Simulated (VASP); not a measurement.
A convergence study with VASP on CsPbCl₃: one setting is varied, all else stays as given below, so the limit is that of these other settings.

```yaml
crystal:
  lattice:
    - [5.63805, 0.00000, 0.00000]
    - [0.00000, 5.63805, 0.00000]
    - [0.00000, 0.00000, 22.45699]
  atoms:
    - { symbol: Cs, position: [0.00000, 0.00000, 0.43724] }
    - { symbol: Cs, position: [0.00000, 0.00000, 0.68829] }
    - { symbol: Pb, position: [0.50000, 0.50000, 0.31171] }
    - { symbol: Pb, position: [0.50000, 0.50000, 0.56277] }
    - { symbol: Cl, position: [0.50000, 0.00000, 0.31171] }
    - { symbol: Cl, position: [0.00000, 0.50000, 0.31171] }
    - { symbol: Cl, position: [0.50000, 0.50000, 0.43724] }
    - { symbol: Cl, position: [0.50000, 0.00000, 0.56277] }
    - { symbol: Cl, position: [0.00000, 0.50000, 0.56277] }
    - { symbol: Cl, position: [0.50000, 0.50000, 0.68829] }
```

Calculation: PBE GGA, VASP's PBE PAW potentials (set 64) (plane waves; VASP). The tightest run used: 600 eV cut-off, 4×4×1 Γ-centred mesh, Fermi-Dirac smearing of 0.050 eV, potentials Cs_sv Pb_d Cl.

Unless said otherwise, spin-orbit coupling is left out, though it shifts the bands of the heavy elements here. Gaps are read on the run's mesh, which can miss a band edge.

```tsv
setting	E (eV/atom)	largest force (eV/Å)	gap on the mesh (eV)	plane waves
ENCUT = 150	-2.3276	0.615	2.486	2996
ENCUT = 180	-3.3300	0.606	2.439	3936
ENCUT = 210	-3.4397	0.630	2.420	4967
```

Problem. These are the cheaper rows. Estimate the results at ENCUT = 600, and how far the last row shown lies from them.

Solution. 
```tsv
quantity	tightest run	last row shown is off by
E (eV/atom)	-3.4481	0.0084
largest force (eV/Å)	0.627	0.003
gap on the mesh (eV)	2.428	-0.008
```

Left out are rungs that failed or repeat a setting and relaxations that didn't move; long series are thinned to 24 rows.

The cell is a sheet or thin cut with vacuum, built from a generated structure.
